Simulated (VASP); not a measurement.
Re3P: energy against volume and a worked fit

```cif
data_structure
_symmetry_space_group_name_H-M 'P 1'
_symmetry_Int_Tables_number 1
_cell_length_a 3.8528
_cell_length_b 3.8528
_cell_length_c 3.8528
_cell_angle_alpha 90.000
_cell_angle_beta 90.000
_cell_angle_gamma 90.000
_cell_volume 57.19
loop_
_atom_site_label
_atom_site_type_symbol
_atom_site_fract_x
_atom_site_fract_y
_atom_site_fract_z
_atom_site_occupancy
Re1 Re 0.50000 0.50000 0.00000 1
Re2 Re 0.50000 0.00000 0.50000 1
Re3 Re 0.00000 0.50000 0.50000 1
P1 P 0.00000 0.00000 0.00000 1
```

The cell comes from a database or a generator and needn't be the stable form of this composition.

The cell was scaled at fixed shape and fractions and run with VASP, PBE PAW files P, Re, 520 eV; PBE, k mesh 7 × 7 × 7 on the cell of 4 atoms, fermi-dirac occupations of 0.05 eV, no spin polarisation, no spin-orbit coupling. Energies are those that the program minimises, any entropy of the smearing included. For a metal such a mesh isn't converged to the digits shown.

```tsv
V (Å³/atom)	energy over the lowest row (meV/atom)
13.4403	57.71
13.7262	25.56
14.0122	?
14.2981	0.00
14.5841	3.87
14.8701	17.27
15.1560	39.11
```

Task: Fit the third-order Birch-Murnaghan form, give V0, B0 and B′, and predict the energy left open.

Result: With y = (V0/V)^(2/3), E = E0 + (9 V0 B0/16) [(y - 1)³ B′ + (y - 1)² (6 - 4y)]. Least squares through the rows shown give V0 = 14.3322 Å³/atom, E0 = -0.07 meV, B0 = 295.0 GPa (1 eV/Å³ = 160.218 GPa) and B′ = 4.74, with a largest miss of 0.02 meV. At V = 14.0122 the form with these constants gives 6.80 meV; the run gave 6.80 meV an atom.
